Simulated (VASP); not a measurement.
Computed with PBE GGA, VASP's PBE PAW potentials (set 64) (plane waves; VASP 6.6.1).

The input files of a VASP run:

KPOINTS:
```
Automatic mesh
0
Gamma
6 6 6
0 0 0
```

**INCAR**
```
SYSTEM=NiSi2
PREC=Accurate; ENCUT=300; LREAL=.False.
LASPH=.True.
EDIFF=1E-6; NELM=100; ALGO=Normal
LMAXMIX=4
ISMEAR=0; SIGMA=0.136
GGA=PE
ISIF=2
LWAVE=.False.; LCHARG=.False.
```

POSCAR:
```
NiSi2
1
    0.0000000000     2.6690240000     2.6690240000
    2.6690240000     0.0000000000     2.6690240000
    2.6690240000     2.6690240000     0.0000000000
Si Ni
2 1
Direct
  0.2500000000   0.2500000000   0.2500000000
  0.7500000000   0.7500000000   0.7500000000
  0.0000000000   0.0000000000   0.0000000000
```

POTCAR, in this order: Si Ni (PBE.64 set). Program: vasp_std.

The resulting files:

OSZICAR:
```
       N       E                     dE             d eps       ncg     rms          rms(c)
DAV:   1     0.503636590736E+02    0.50364E+02   -0.57045E+03   432   0.929E+02
DAV:   2    -0.166488278493E+02   -0.67012E+02   -0.62707E+02   431   0.203E+02
DAV:   3    -0.193080355191E+02   -0.26592E+01   -0.26116E+01   546   0.449E+01
DAV:   4    -0.193510094793E+02   -0.42974E-01   -0.42899E-01   489   0.583E+00
DAV:   5    -0.193519568616E+02   -0.94738E-03   -0.94727E-03   557   0.850E-01    0.168E+01
DAV:   6    -0.237528113993E+02   -0.44009E+01   -0.51828E+01   456   0.171E+02    0.239E+01
DAV:   7    -0.173894153542E+02    0.63634E+01   -0.15776E+01   496   0.107E+02    0.412E+00
DAV:   8    -0.173540771525E+02    0.35338E-01   -0.22598E+00   612   0.247E+01    0.297E+00
DAV:   9    -0.172935046884E+02    0.60572E-01   -0.33527E-01   484   0.120E+01    0.623E-01
DAV:  10    -0.172920400167E+02    0.14647E-02   -0.13684E-02   549   0.241E+00    0.238E-01
DAV:  11    -0.172921382251E+02   -0.98208E-04   -0.10041E-03   503   0.321E-01    0.373E-02
DAV:  12    -0.172921688914E+02   -0.30666E-04   -0.51183E-05   571   0.884E-02    0.217E-02
DAV:  13    -0.172921692152E+02   -0.32384E-06   -0.30602E-05   480   0.119E-01    0.940E-03
DAV:  14    -0.172921688963E+02    0.31892E-06   -0.21292E-06   340   0.277E-02
   1 F= -.17292169E+02 E0= -.17287299E+02  d E =-.973992E-02
```

File OUTCAR:
```
------------------------ aborting loop because EDIFF is reached ----------------------------------------
  FORCE on cell =-STRESS in cart. coord.  units (eV):
  Direction    XX          YY          ZZ          XY          YZ          ZX
  --------------------------------------------------------------------------------------
  Total        2.4455913      2.4455913      2.4455913      0.0000000      0.0000000      0.0000000
  in kB      103.0402789    103.0402789    103.0402789      0.0000000      0.0000000      0.0000000
  external PRESSURE =     103.0402789 kB  Pullay stress =       0.0000000 kB
  volume of cell :       38.03
      direct lattice vectors                 reciprocal lattice vectors
     0.000000000  2.669024000  2.669024000    -0.187334396  0.187334396  0.187334396
     2.669024000  0.000000000  2.669024000     0.187334396 -0.187334396  0.187334396
     2.669024000  2.669024000  0.000000000     0.187334396  0.187334396 -0.187334396
 POSITION                                       TOTAL-FORCE (eV/Angst)
 -----------------------------------------------------------------------------------
      1.33451      1.33451      1.33451         0.000000      0.000000      0.000000
      4.00354      4.00354      4.00354        -0.000000     -0.000000     -0.000000
      0.00000      0.00000      0.00000         0.000000      0.000000      0.000000
 -----------------------------------------------------------------------------------
    total drift:                               -0.000000      0.000000      0.000000
  FREE ENERGIE OF THE ION-ELECTRON SYSTEM (eV)
  ---------------------------------------------------
  free  energy   TOTEN  =       -17.2921688963 eV

  energy  without entropy=      -17.2824289741  energy(sigma->0) =      -17.28729894
```
(Selected blocks of OUTCAR.)

At this cut-off the stress carries a Pulay error, which pulls relaxed volumes low.

The structure is a typed NiSi2 crystal. The cell was not relaxed at this level. The k-mesh is coarse (spacing up to 0.34 per Å, 2π included), so the numbers may not be converged in it. The run is one of a series of settings (KPOINTS 6×6×6 Γ-centred mesh against the base run), some of them coarse on purpose. The run is not spin-polarised, so no magnetic state was tried.
